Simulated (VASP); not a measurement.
OSZICAR of a VASP run on AuAl₂ (fluorite):

OSZICAR:
```
       N       E                     dE             d eps       ncg     rms          rms(c)
DAV:   1    -0.692641844295E+01   -0.69264E+01   -0.63537E+03  1816   0.975E+02
DAV:   2    -0.693367184255E+02   -0.62410E+02   -0.58020E+02  2040   0.185E+02
DAV:   3    -0.708746860643E+02   -0.15380E+01   -0.15131E+01  2176   0.287E+01
DAV:   4    -0.708874808913E+02   -0.12795E-01   -0.12794E-01  2016   0.297E+00
DAV:   5    -0.708876905907E+02   -0.20970E-03   -0.20969E-03  2168   0.413E-01    0.102E+01
DAV:   6    -0.655464751305E+02    0.53412E+01   -0.90585E+00  1972   0.358E+01    0.561E+00
DAV:   7    -0.654677321947E+02    0.78743E-01   -0.63728E-01  1892   0.886E+00    0.244E+00
DAV:   8    -0.655345006097E+02   -0.66768E-01   -0.12877E-01  1800   0.263E+00    0.582E-01
DAV:   9    -0.655139798220E+02    0.20521E-01   -0.48443E-02  1772   0.182E+00    0.195E-01
DAV:  10    -0.655431722734E+02   -0.29192E-01   -0.16840E-02  1768   0.112E+00    0.140E-01
DAV:  11    -0.655428599425E+02    0.31233E-03   -0.82276E-04  2072   0.305E-01    0.626E-02
DAV:  12    -0.655433040984E+02   -0.44416E-03   -0.78498E-04  1808   0.308E-01    0.135E-02
DAV:  13    -0.655432412460E+02    0.62852E-04   -0.18782E-04  1792   0.163E-01    0.105E-02
DAV:  14    -0.655432347585E+02    0.64875E-05   -0.22830E-06  1116   0.173E-02
   1 F= -.65543235E+02 E0= -.65543313E+02  d E =-.655432E+02
```

**Question.** Which electronic solver shows in the log?

**Answer.** It is blocked Davidson (ALGO = Normal, or the opening steps of other solvers). The INCAR had ALGO = Normal.

**Question.** Can the final energy be trusted as converged?

**Answer.** Self-consistency was reached. It stopped with EDIFF = 1E-5, NELM = 100, NSW = 20 and EDIFFG = -0.03 after 1 ionic step (r2SCAN meta-GGA, plane waves, VASP's PBE PAW potentials (set 64)).

The compound is AuAl2 in the fluorite structure. The cell was not relaxed at this level. The electron count is odd and the run is not spin-polarised, which forces a metal.
